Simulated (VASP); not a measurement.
Given:

```
CELL_PARAMETERS angstrom
      0.00000     1.87990     1.87990
      1.87990     0.00000     1.87990
      1.87990     1.87990     0.00000
ATOMIC_POSITIONS crystal
  Rh 0.00000 0.00000 0.00000
```

Level of theory: PBEsol GGA, VASP's PBE PAW potentials (set 64) (plane waves; VASP). Numerical set-up: 500 eV cut-off, 17×17×17 Γ-centred mesh, first-order Methfessel-Paxton smearing of 0.10 eV, potentials Rh_pv.

### Question
Predict the energy per atom (σ→0), pressure, band gap (on the k-mesh) with the smallest direct gap where there is one.

### Answer

```yaml
band gap (on the k-mesh): none (metal, semimetal or under 0.01 eV)
energy per atom (σ→0): -8.137 eV/atom
pressure: 4.80 GPa
```

The absolute energy has meaning only against runs of the same code, potentials and settings.

The compound is Rh in the fcc structure. It was relaxed first under an external pressure of 5 GPa.
